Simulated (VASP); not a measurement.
# Nb (Niobium): cell size and functional, part 2 of 2

How much does the relaxed cell of Nb (Niobium) depend on the functional? The starting structure is a measured crystal structure from the Crystallography Open Database.

VASP 6.6.1.

Results so far: PBEsol 17.46 Å³ an atom; LDA 17.12 Å³ an atom; PBE 18.05 Å³ an atom.

**5. Relaxation with PBEsol + D3(BJ)**

Level of this step: PBEsol with D3(BJ); plane waves and PAW (Nb_sv) (VASP).

D3 with Becke-Johnson damping keeps a finite attraction at short range. This run starts from the cell of an earlier relaxation, which isn't shown; the restart sets up the plane waves anew.

Input file INCAR:

```
SYSTEM = Nb
PREC = Accurate
ENCUT = 450
EDIFF = 1E-06
NELM = 100
ISMEAR = 1
SIGMA = 0.1
LREAL = .FALSE.
ALGO = Normal
GGA = PS
IVDW = 12
NBANDS = 12
LORBIT = 11
LWAVE = .FALSE.
LCHARG = .FALSE.
KPAR = 2
IBRION = 2
NSW = 50
ISIF = 3
EDIFFG = -0.01
```

Input file POSCAR:

```
Nb
1.0
   -1.6145085416      1.6145085416      1.6145085416
    1.6145085416     -1.6145085416      1.6145085416
    1.6145085416      1.6145085416     -1.6145085416
Nb
1
Direct
    0.0000000000      0.0000000000      0.0000000000
```

Input file KPOINTS:

```
Automatic mesh
0
Gamma
12 12 12
0 0 0
```

PAW data sets: Nb_sv (PBE family, release 64).

On the command line:

```sh
$ mpirun -np 2 vasp_std
```

Output:

```text
[banner, memory and clock lines left out]
running    2 mpi-ranks, on    1 nodes
[...]
[... a notice as in an earlier step ...]

 LDA part: xc-table for (Slater+PW92), standard interpolation
 POSCAR, INCAR and KPOINTS ok, starting setup
[...]
entering main loop
       N       E                     dE             d eps       ncg     rms          rms(c)
DAV:   1     0.104208924683E+03    0.10421E+03   -0.68172E+03  1744   0.978E+02
DAV:   2    -0.744404611994E+01   -0.11165E+03   -0.10790E+03  1908   0.362E+02
DAV:   3    -0.111755285179E+02   -0.37315E+01   -0.35773E+01  2440   0.580E+01
DAV:   4    -0.113729296130E+02   -0.19740E+00   -0.19655E+00  2324   0.122E+01
[...]
DAV:  10    -0.109472610269E+02   -0.15227E-04   -0.24093E-05  2092   0.563E-02    0.143E-02
DAV:  11    -0.109472556479E+02    0.53790E-05   -0.54182E-06  2324   0.358E-02    0.247E-03
DAV:  12    -0.109472554873E+02    0.16061E-06   -0.14808E-07  1176   0.542E-03
   1 F= -.11752695E+02 E0= -.11752931E+02  d E =-.117527E+02
[...]
DAV:   4    -0.109446864101E+02   -0.33946E-04   -0.24271E-05  2232   0.498E-02    0.276E-02
DAV:   5    -0.109447162297E+02   -0.29820E-04   -0.73342E-05  2804   0.577E-02    0.117E-02
DAV:   6    -0.109447168174E+02   -0.58779E-06   -0.19822E-06  1836   0.168E-02
   2 F= -.11752657E+02 E0= -.11752872E+02  d E =0.381910E-04
 trial-energy change:    0.000038  1 .order    0.000041   -0.000065    0.000148
 step:   0.3067(harm=  0.3067)  dis= 0.00000  next Energy=   -11.752705 (dE=-0.100E-04)
[...]
N       E                     dE             d eps       ncg     rms          rms(c)
DAV:   1    -0.109471343044E+02   -0.24181E-02   -0.17642E-02  2320   0.186E+00    0.213E-01
DAV:   2    -0.109465469047E+02    0.58740E-03   -0.13357E-03  2468   0.473E-01    0.595E-02
DAV:   3    -0.109464782394E+02    0.68665E-04   -0.49280E-04  3036   0.221E-01    0.387E-02
DAV:   4    -0.109464892682E+02   -0.11029E-04   -0.11203E-05  2240   0.345E-02    0.196E-02
DAV:   5    -0.109465007276E+02   -0.11459E-04   -0.34985E-05  2836   0.401E-02    0.797E-03
DAV:   6    -0.109464997704E+02    0.95720E-06   -0.84362E-07  1348   0.115E-02
   3 F= -.11752705E+02 E0= -.11752934E+02  d E =-.982215E-05
[...]
reached required accuracy - stopping structural energy minimisation
```

Elapsed: 19 s, on 2 MPI ranks of Intel Xeon Platinum 8488C (Sapphire Rapids), shared host; peak memory 0.27 GiB; 26 s of CPU time.

Parts of OUTCAR (step 5):

```text
 Edisp (eV)   -0.80794

 Edisp (eV)   -0.80621

  Total      -0.00001    -0.00001    -0.00001     0.00000     0.00000    -0.00000
  in kB      -0.00106    -0.00106    -0.00106     0.00000     0.00000    -0.00000
  external pressure =       -0.00 kB  Pullay stress =        0.00 kB

 POSITION                                       TOTAL-FORCE (eV/Angst)
 -----------------------------------------------------------------------------------
      0.00000     -0.00000      0.00000         0.000000      0.000000      0.000000
 -----------------------------------------------------------------------------------
    total drift:                                0.000000      0.000000      0.000000

  FREE ENERGIE OF THE ION-ELECTRON SYSTEM (eV)
  ---------------------------------------------------
  free  energy   TOTEN  =       -11.7527052687 eV

  energy  without entropy=      -11.7533927236  energy(sigma->0) =      -11.75293442

[... 2 parts as in an earlier step ...]

[... 2 further parts left out ...]
[key lines of the parts left out:]
E-fermi :  11.9500
```

With PBEsol + D3(BJ) the relaxed cell holds 16.818 Å³ an atom, -6.44 % against the measured cell, with a = 3.228 Å. That is -3.70 % from PBEsol.

**6. Relaxation with r2SCAN**

r2SCAN adds the kinetic-energy density, costs more than a GGA and is run with LASPH.

Changes to INCAR since step 5:

```diff
@@ -9,4 +9,4 @@
 ALGO = Normal
-GGA = PS
-IVDW = 12
+METAGGA = R2SCAN
+LASPH = .TRUE.
 NBANDS = 12
```

Input file POSCAR:

```
Nb
1.0
   -1.6502000000      1.6502000000      1.6502000000
    1.6502000000     -1.6502000000      1.6502000000
    1.6502000000      1.6502000000     -1.6502000000
Nb
1
Direct
    0.0000000000      0.0000000000      0.0000000000
```

KPOINTS is that of step 5.

On the command line:

```sh
$ mpirun -np 2 vasp_std
```

Output:

```text
[banner, memory and clock lines left out]
running    2 mpi-ranks, on    1 nodes
[...]
[... a notice as in an earlier step ...]

 LDA part: xc-table for (None), standard interpolation
 POSCAR, INCAR and KPOINTS ok, starting setup
[...]
entering main loop
       N       E                     dE             d eps       ncg     rms          rms(c)
DAV:   1     0.884085380181E+02    0.88409E+02   -0.67271E+03  1736   0.990E+02
DAV:   2    -0.270085186905E+02   -0.11542E+03   -0.11157E+03  1932   0.372E+02
DAV:   3    -0.313493581326E+02   -0.43408E+01   -0.41149E+01  2520   0.615E+01
DAV:   4    -0.315929898115E+02   -0.24363E+00   -0.24143E+00  2476   0.129E+01
[...]
DAV:  10    -0.248562640743E+02    0.27989E-03   -0.14769E-03  2768   0.527E-01    0.439E-02
DAV:  11    -0.248562506174E+02    0.13457E-04   -0.47686E-05  2512   0.748E-02    0.148E-02
DAV:  12    -0.248562497637E+02    0.85373E-06   -0.42173E-06  2384   0.212E-02
   1 F= -.24856250E+02 E0= -.24856543E+02  d E =-.248562E+02
[...]
DAV:   4    -0.248561291887E+02   -0.63821E-04   -0.58661E-05  2256   0.873E-02    0.431E-02
DAV:   5    -0.248562025623E+02   -0.73374E-04   -0.14794E-04  2680   0.752E-02    0.149E-02
DAV:   6    -0.248562032266E+02   -0.66425E-06   -0.88115E-06  2140   0.339E-02
   2 F= -.24856203E+02 E0= -.24856475E+02  d E =0.465371E-04
 trial-energy change:    0.000047  1 .order    0.000093   -0.000186    0.000373
 step:   0.4579(harm=  0.3330)  dis= 0.00000  next Energy=   -24.856297 (dE=-0.472E-04)
[...]
N       E                     dE             d eps       ncg     rms          rms(c)
DAV:   1    -0.248572366048E+02   -0.10340E-02   -0.29692E-02  2104   0.249E+00    0.248E-01
DAV:   2    -0.248564096141E+02    0.82699E-03   -0.21698E-03  2344   0.627E-01    0.825E-02
DAV:   3    -0.248562731769E+02    0.13644E-03   -0.90738E-04  3084   0.311E-01    0.487E-02
DAV:   4    -0.248562852832E+02   -0.12106E-04   -0.16633E-05  2212   0.459E-02    0.237E-02
DAV:   5    -0.248562996813E+02   -0.14398E-04   -0.43285E-05  2624   0.405E-02    0.790E-03
DAV:   6    -0.248562993199E+02    0.36140E-06   -0.28853E-06  1880   0.190E-02
   3 F= -.24856299E+02 E0= -.24856583E+02  d E =-.495562E-04
[...]
reached required accuracy - stopping structural energy minimisation
```

Run time: 57 s. Hardware: 2 MPI ranks; peak memory 0.24 GiB.

OUTCAR, selected parts (step 6):

```text
  Total        0.0007987      0.0007987      0.0007987     -0.0000000      0.0000000      0.0000000
  in kB        0.0713605      0.0713605      0.0713605     -0.0000000      0.0000000      0.0000000
  external PRESSURE =       0.0713605 kB  Pullay stress =       0.0000000 kB

 POSITION                                       TOTAL-FORCE (eV/Angst)
 -----------------------------------------------------------------------------------
      0.00000      0.00000      0.00000         0.000000     -0.000000     -0.000000
 -----------------------------------------------------------------------------------
    total drift:                               -0.000000      0.000000      0.000000

  FREE ENERGIE OF THE ION-ELECTRON SYSTEM (eV)
  ---------------------------------------------------
  free  energy   TOTEN  =       -24.8562993199 eV

  energy  without entropy=      -24.8571499205  energy(sigma->0) =      -24.85658285

[... 2 parts as in an earlier step ...]

[... 2 further parts left out ...]
[key lines of the parts left out:]
E-fermi :  11.1631
```

With r2SCAN the relaxed cell holds 17.932 Å³ an atom, -0.24 % against the measured cell, with a = 3.298 Å. That is +2.68 % from PBEsol.

**7. Relaxation with r2SCAN + rVV10**

rVV10 adds a nonlocal correlation energy for dispersion.

Changes to INCAR since step 6:

```diff
@@ -10,2 +10,6 @@
 METAGGA = R2SCAN
+LUSE_VDW = .TRUE.
+IVDW_NL = 2
+BPARAM = 11.95
+CPARAM = 0.0093
 LASPH = .TRUE.
```

POSCAR is that of step 6.

KPOINTS is that of step 6.

On the command line:

```sh
$ mpirun -np 2 vasp_std
```

Output:

```text
[banner, memory and clock lines left out]
running    2 mpi-ranks, on    1 nodes
[...]
|                                                                             |
|               ----> ADVICE to this user running VASP <----                  |
|                                                                             |
|     You have switched on vdW-DFT.                                           |
|     This routine was written and supplied by Jiri Klimes. We recommend      |
|     that you carefully read and cite the following publications:            |
|       J. Klimes, D.R. Bowler, A. Michelides                                 |
|          J. Phys.: Cond Matt. 22 022201 (2010)                              |
|       J. Klimes, D.R. Bowler, A. Michelides                                 |
|          Phys. Rev. B. 83, 195131 (2011)                                    |
|     and references therein.                                                 |
|                                                                             |

[...]
DAV:   5    -0.246442700002E+02   -0.68882E-03   -0.14803E-03  2592   0.238E-01    0.455E-02
Total rVV10 correction in eV:      0.2114652    13.0726379
Total rVV10 correction in eV:      0.2114652    13.0726379
DAV:   6    -0.246442753898E+02   -0.53896E-05   -0.11875E-04  2264   0.117E-01    0.283E-02
Total rVV10 correction in eV:      0.2114466    13.0726379
Total rVV10 correction in eV:      0.2114466    13.0726379
DAV:   7    -0.246442668264E+02    0.85634E-05   -0.14554E-05  2544   0.488E-02    0.464E-03
Total rVV10 correction in eV:      0.2114466    13.0726379
Total rVV10 correction in eV:      0.2114466    13.0726379
DAV:   8    -0.246442691876E+02   -0.23612E-05   -0.11310E-06  1672   0.918E-03    0.113E-03
Total rVV10 correction in eV:      0.2114456    13.0726379
Total rVV10 correction in eV:      0.2114456    13.0726379
DAV:   9    -0.246442697981E+02   -0.61051E-06   -0.23707E-07   936   0.438E-03
Total rVV10 correction in eV:      0.2114459    13.0726379
Total rVV10 correction in eV:      0.2114459    13.0726379
Total rVV10 correction in eV:      0.2114459    13.0726379
Total rVV10 correction in eV:      0.2114459    13.0726379
   3 F= -.24644270E+02 E0= -.24644529E+02  d E =-.807944E-03
[...]
reached required accuracy - stopping structural energy minimisation
```

The job ended after 1.7 min (2 MPI ranks; peak memory 0.34 GiB).

OUTCAR, selected parts (step 7):

```text
  Total        0.0002595      0.0002595      0.0002595     -0.0000000      0.0000000     -0.0000000
  in kB        0.0233333      0.0233333      0.0233333     -0.0000000      0.0000000     -0.0000000
  external PRESSURE =       0.0233333 kB  Pullay stress =       0.0000000 kB

 POSITION                                       TOTAL-FORCE (eV/Angst)
 -----------------------------------------------------------------------------------
      0.00000     -0.00000      0.00000        -0.000000     -0.000000     -0.000000
 -----------------------------------------------------------------------------------
    total drift:                                0.000000     -0.000000      0.000000

  FREE ENERGIE OF THE ION-ELECTRON SYSTEM (eV)
  ---------------------------------------------------
  free  energy   TOTEN  =       -24.6442697981 eV

  energy  without entropy=      -24.6450465286  energy(sigma->0) =      -24.64452871

[... 2 parts as in an earlier step ...]

[... 2 further parts left out ...]
[key lines of the parts left out:]
E-fermi :  11.2387
```

With r2SCAN + rVV10 the relaxed cell holds 17.819 Å³ an atom, -0.87 % against the measured cell, with a = 3.291 Å. That is +2.03 % from PBEsol.

**8. Relaxation with vdW-DF-cx**

vdW-DF-cx takes its exchange from the same plasmon model as its correlation.

Changes to INCAR since step 7:

```diff
@@ -9,7 +9,5 @@
 ALGO = Normal
-METAGGA = R2SCAN
+GGA = CX
+AGGAC = 0
 LUSE_VDW = .TRUE.
-IVDW_NL = 2
-BPARAM = 11.95
-CPARAM = 0.0093
 LASPH = .TRUE.
```

POSCAR is that of step 7.

KPOINTS is that of step 7.

On the command line:

```sh
$ mpirun -np 2 vasp_std
```

Output:

```text
[banner, memory and clock lines left out]
running    2 mpi-ranks, on    1 nodes
[...]
[... a notice as in an earlier step ...]

 [... a notice as in an earlier step ...]

 LDA part: xc-table for (Slater+PW92), standard interpolation
 POSCAR, INCAR and KPOINTS ok, starting setup
[...]
entering main loop
       N       E                     dE             d eps       ncg     rms          rms(c)
DAV:   1     0.107232730217E+03    0.10723E+03   -0.65917E+03  1736   0.966E+02
DAV:   2    -0.425245464056E+01   -0.11149E+03   -0.10778E+03  1912   0.360E+02
DAV:   3    -0.802062580091E+01   -0.37682E+01   -0.35779E+01  2404   0.580E+01
DAV:   4    -0.824919409228E+01   -0.22857E+00   -0.22718E+00  2504   0.133E+01
[...]
DAV:  10    -0.781327493595E+01   -0.13797E-04   -0.18162E-05  2080   0.534E-02    0.958E-03
DAV:  11    -0.781327060497E+01    0.43310E-05   -0.31943E-06  2196   0.276E-02    0.186E-03
DAV:  12    -0.781327061451E+01   -0.95322E-08   -0.10780E-07  1164   0.431E-03
[...]
2 F= -.77940893E+01 E0= -.77942442E+01  d E =0.191813E-01
 trial-energy change:    0.019181  1 .order    0.020251   -0.035410    0.075912
 step:   0.3308(harm=  0.3181)  dis= 0.00000  next Energy=    -7.819167 (dE=-0.590E-02)
[...]
N       E                     dE             d eps       ncg     rms          rms(c)
DAV:   1    -0.816021621428E+01   -0.36613E+00   -0.93319E+00  2312   0.427E+01    0.473E+00
DAV:   2    -0.783530947982E+01    0.32491E+00   -0.76051E-01  2560   0.111E+01    0.132E+00
DAV:   3    -0.780430121827E+01    0.31008E-01   -0.25317E-01  3004   0.491E+00    0.794E-01
DAV:   4    -0.781109978426E+01   -0.67986E-02   -0.49672E-03  2184   0.688E-01    0.474E-01
DAV:   5    -0.781921265305E+01   -0.81129E-02   -0.16348E-02  2956   0.854E-01    0.191E-01
DAV:   6    -0.781931505777E+01   -0.10240E-03   -0.40964E-04  1956   0.240E-01    0.572E-02
DAV:   7    -0.781929998419E+01    0.15074E-04   -0.46308E-05  2272   0.917E-02    0.775E-03
DAV:   8    -0.781930316883E+01   -0.31846E-05   -0.44162E-06  2476   0.126E-02    0.496E-03
DAV:   9    -0.781930379150E+01   -0.62267E-06   -0.30287E-07  1124   0.759E-03
   3 F= -.78193038E+01 E0= -.78196266E+01  d E =-.603318E-02
[...]
reached required accuracy - stopping structural energy minimisation
```

The job ended after 67 s (2 MPI ranks; peak memory 0.45 GiB).

Parts of OUTCAR (step 8):

```text
  Total       -0.0094350     -0.0094350     -0.0094350     -0.0000000     -0.0000000     -0.0000000
  in kB       -0.8612094     -0.8612094     -0.8612094     -0.0000000     -0.0000000     -0.0000000
  external PRESSURE =      -0.8612094 kB  Pullay stress =       0.0000000 kB

 POSITION                                       TOTAL-FORCE (eV/Angst)
 -----------------------------------------------------------------------------------
     -0.00000      0.00000      0.00000        -0.000000      0.000000     -0.000000
 -----------------------------------------------------------------------------------
    total drift:                                0.000000      0.000000      0.000000

  FREE ENERGIE OF THE ION-ELECTRON SYSTEM (eV)
  ---------------------------------------------------
  free  energy   TOTEN  =        -7.8193037915 eV

  energy  without entropy=       -7.8202721792  energy(sigma->0) =       -7.81962659

[... 2 parts as in an earlier step ...]

[... 2 further parts left out ...]
[key lines of the parts left out:]
E-fermi :  11.3721
```

With vdW-DF-cx the relaxed cell holds 17.553 Å³ an atom, -2.35 % against the measured cell, with a = 3.274 Å. That is +0.51 % from PBEsol.

**9. Relaxation with BLYP**

BLYP comes from molecular chemistry and underbinds dense solids. This run starts from the cell of an earlier relaxation, which isn't shown; the restart sets up the plane waves anew.

Changes to INCAR since step 8:

```diff
@@ -9,6 +9,7 @@
 ALGO = Normal
-GGA = CX
-AGGAC = 0
-LUSE_VDW = .TRUE.
-LASPH = .TRUE.
+GGA = B5
+ALDAX = 1
+AGGAX = 1
+AGGAC = 1
+ALDAC = 0
 NBANDS = 12
```

Input file POSCAR:

```
Nb
1.0
   -1.6742244665      1.6742244665      1.6742244665
    1.6742244665     -1.6742244665      1.6742244665
    1.6742244665      1.6742244665     -1.6742244665
Nb
1
Direct
    0.0000000000      0.0000000000      0.0000000000
```

KPOINTS is that of step 8.

On the command line:

```sh
$ mpirun -np 2 vasp_std
```

Output:

```text
[banner, memory and clock lines left out]
running    2 mpi-ranks, on    1 nodes
[...]
[... a notice as in an earlier step ...]

 LDA part: xc-table for (Slater(with rela. corr.)+VWN5), standard interpolation
 POSCAR, INCAR and KPOINTS ok, starting setup
[...]
entering main loop
       N       E                     dE             d eps       ncg     rms          rms(c)
DAV:   1     0.107090930448E+03    0.10709E+03   -0.67099E+03  1736   0.968E+02
DAV:   2    -0.507487698387E+01   -0.11217E+03   -0.10839E+03  1948   0.362E+02
DAV:   3    -0.898926064761E+01   -0.39144E+01   -0.37261E+01  2400   0.584E+01
DAV:   4    -0.923454239176E+01   -0.24528E+00   -0.24368E+00  2448   0.139E+01
[...]
DAV:  10    -0.886602180140E+01   -0.15018E-04   -0.26084E-05  2076   0.576E-02    0.106E-02
DAV:  11    -0.886601913427E+01    0.26671E-05   -0.44210E-06  2360   0.268E-02    0.273E-03
DAV:  12    -0.886601885639E+01    0.27788E-06   -0.11829E-07  1168   0.384E-03
   1 F= -.88660189E+01 E0= -.88663422E+01  d E =-.886602E+01
[...]
reached required accuracy - stopping structural energy minimisation
```

Wall time 14 s (2 MPI ranks); peak memory 0.23 GiB; 14 s of CPU time.

OUTCAR, selected parts (step 9):

```text
  Total        0.0068751      0.0068751      0.0068751      0.0000000      0.0000000      0.0000000
  in kB        0.5867985      0.5867985      0.5867985      0.0000000      0.0000000      0.0000000
  external PRESSURE =       0.5867985 kB  Pullay stress =       0.0000000 kB

 POSITION                                       TOTAL-FORCE (eV/Angst)
 -----------------------------------------------------------------------------------
      0.00000      0.00000      0.00000        -0.000000     -0.000000     -0.000000
 -----------------------------------------------------------------------------------
    total drift:                                0.000000      0.000000      0.000000

  FREE ENERGIE OF THE ION-ELECTRON SYSTEM (eV)
  ---------------------------------------------------
  free  energy   TOTEN  =        -8.8660188564 eV

  energy  without entropy=       -8.8669887934  energy(sigma->0) =       -8.86634217

[... 2 parts as in an earlier step ...]

[... 2 further parts left out ...]
[key lines of the parts left out:]
E-fermi :  11.1003
```

With BLYP the relaxed cell holds 18.772 Å³ an atom, +4.43 % against the measured cell, with a = 3.348 Å. That is +7.49 % from PBEsol.

**10. The runs compared**

| level | volume (Å³/atom) | against the measured cell (%) | a (Å) | pressure left (GPa) | core minutes |
| --- | --- | --- | --- | --- | --- |
| PBEsol | 17.464 | -2.84 | 3.2688 | -0.01 | 0.567 |
| LDA | 17.117 | -4.77 | 3.247 | 0.0 | 1.33 |
| PBE | 18.053 | 0.44 | 3.3052 | 0.0 | 0.54 |
| PBEsol + D3(BJ) | 16.818 | -6.44 | 3.228 | 0.0 | 1.44 |
| r2SCAN | 17.932 | -0.24 | 3.2978 | 0.01 | 1.9 |
| r2SCAN + rVV10 | 17.819 | -0.87 | 3.2908 | 0.0 | 3.47 |
| vdW-DF-cx | 17.553 | -2.35 | 3.2743 | -0.09 | 2.24 |
| BLYP | 18.772 | 4.43 | 3.3484 | 0.06 | 1.66 |

Core minutes are wall time times ranks, summed over the relaxations behind a row (those for a bulk modulus apart), on shared hosts.

**11. What came out**

| Item | Value |
| --- | --- |
| volume, PBEsol | 17.46 Å³/atom |
| volume, LDA | 17.12 Å³/atom |
| volume, PBE | 18.05 Å³/atom |
| volume, PBEsol + D3(BJ) | 16.82 Å³/atom |
| volume, r2SCAN | 17.93 Å³/atom |
| volume, r2SCAN + rVV10 | 17.82 Å³/atom |
| volume, vdW-DF-cx | 17.55 Å³/atom |
| volume, BLYP | 18.77 Å³/atom |

**Reading.** Across 8 levels the volume of Nb (Niobium) spans 11.6 %, from 16.82 Å³ an atom (PBEsol + D3(BJ)) to 18.77 Å³ (BLYP). Against the measured volume of the starting structure, r2SCAN comes nearest (-0.2 %) and PBEsol + D3(BJ) lies farthest (-6.4 %). The measured cell holds zero-point expansion and, unless it was taken cold, thermal expansion, which the runs lack, so small differences decide nothing. Adding D3(BJ) to PBEsol changes the volume by -3.7 %. Adding rVV10 to r2SCAN changes the volume by -0.6 %. LASPH is on in some of these runs and off in others, which adds a little to the differences. All runs keep the symmetry of the start, so they can't find a distortion of lower symmetry. Further runs on this material are not shown.

[Lines on the potential files, build, host, timing and source positions are cut from VASP's logs without a mark.]

[Logs are printed without paths, hosts, clocks, repeated set-up lines and the standing remarks that a program may print on its own settings, such as how far it seeks lower states.]

[Hosts, paths, dates, database ids (printed as entryN), source tags and the programs' standing remarks are cut or masked in the printed files.]
